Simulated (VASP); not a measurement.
Consider the following.

```
CELL_PARAMETERS angstrom
      0.00000     3.15799     3.15799
      3.15799     0.00000     3.15799
      3.15799     3.15799     0.00000
ATOMIC_POSITIONS crystal
  Ba 0.00000 0.00000 0.00000
  F  0.25000 0.25000 0.25000
  F  0.75000 0.75000 0.75000
```

These are PBE GGA with D3 dispersion (zero damping), VASP's PBE PAW potentials (set 64) (plane waves; VASP) values and carry that method's errors. Run with 520 eV cut-off, 6×6×6 Γ-centred mesh, Gaussian smearing of 0.050 eV, potentials Ba_sv F.

**Question.** Give the stress tensor in GPa (positive for a compressed cell).

**Answer.** 
```
-1.61   0.00   0.00
 0.00  -1.61   0.00
 0.00   0.00  -1.61
```
The pressure is its mean diagonal, -1.61 GPa.

The compound is BaF2 in the fluorite structure. This cell is one point of a volume scan, at 1.03 of the reference volume.
